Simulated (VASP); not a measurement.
Wanted: the native input for a VASP 6.6.1 run.

- Task: single point
- Functional: PBE
- Dispersion: D3(BJ)
- Potentials or basis: VASP PAW PBE potentials, release 64 (O, H, Li_sv, Cl)
- Cutoff: 520 eV
- k mesh: 1 × 1 × 1
- Occupations: fermi-dirac, width 0.05 eV
- Spin: no spin polarisation
- Dipole correction: no
- Further INCAR settings: ALGO = Normal; EDIFF = 1e-06; NBANDS = 34

The structure of LiH8ClO4 lies in POSCAR:

```
LiH8ClO4
1.0
    5.4737040000      0.0000000000      0.0000000000
    0.0000000000      5.4737040000      0.0000000000
    0.0000000000      0.0000000000      5.4737040000
O H Li Cl
4 8 1 1
Direct
    0.1710907276      0.7610020564      0.2496481359
    0.6775485119      0.7693145263      0.9928194875
   -0.0892266005      0.3367372441      0.3495987361
    0.4931578324      0.5083577775      0.5570085631
    0.2714432494      0.7090810902      0.1140178570
    0.0819372038      0.6016401325      0.2852730071
    0.6485918859      0.7647289660      0.8135989816
    0.6853494453      0.6072853044      1.0432058438
   -0.2598605990      0.3740428785      0.3949976104
   -0.0158028275      0.2838845506      0.5100568098
    0.3942485746      0.6265410040      0.4669050427
    0.3793774746      0.3901014742      0.6452120904
    0.9710609123      0.0399546632      0.1309168344
    0.1773753203      0.1489119616      0.7905615649
```

The cell was built by a generator and needn't be a form met in nature.

These files were run (other wordings do the same):

INCAR

```
SYSTEM = LiH8ClO4
PREC     = Accurate       ! precision mode
ENCUT    = 520            ! plane-wave cutoff, eV
EDIFF    = 1E-6           ! SCF threshold, eV
ISMEAR   = -1             ! smearing method
SIGMA    = 0.05           ! smearing width, eV
LREAL    = .FALSE.        ! projectors in reciprocal space
LASPH    = .TRUE.         ! aspherical terms in the spheres
NELM     = 60             ! most SCF steps
ALGO     = Normal         ! electronic algorithm
ISIF     = 2              ! what is computed and relaxed
LWAVE    = .FALSE.        ! write WAVECAR
LCHARG   = .TRUE.         ! write CHGCAR
GGA      = PE             ! functional
IVDW     = 12             ! dispersion correction
LELF     = .TRUE.         ! ELF
LVHAR    = .TRUE.       
NBANDS   = 34             ! bands
```

KPOINTS

```
Automatic mesh
0
G
  1 1 1
  0 0 0
```

Potentials or basis: VASP PAW PBE potentials, release 64 (O, H, Li_sv, Cl).

Launch:

```sh
$ cat potpaw_PBE.64/O/POTCAR potpaw_PBE.64/H/POTCAR potpaw_PBE.64/Li_sv/POTCAR potpaw_PBE.64/Cl/POTCAR > POTCAR
$ mpirun -np 1 vasp_gam > vasp.out
```

Results of the run:

The largest force is 2.964 eV/Å. The band gap on the k mesh is 4.59 eV, direct and the dispersion energy per atom is -0.049 eV.

Run time: 17 s on 1 thread of AMD EPYC 7R43 64-Core Processor (Zen 3) (shared host), peak memory 0.2 GiB.
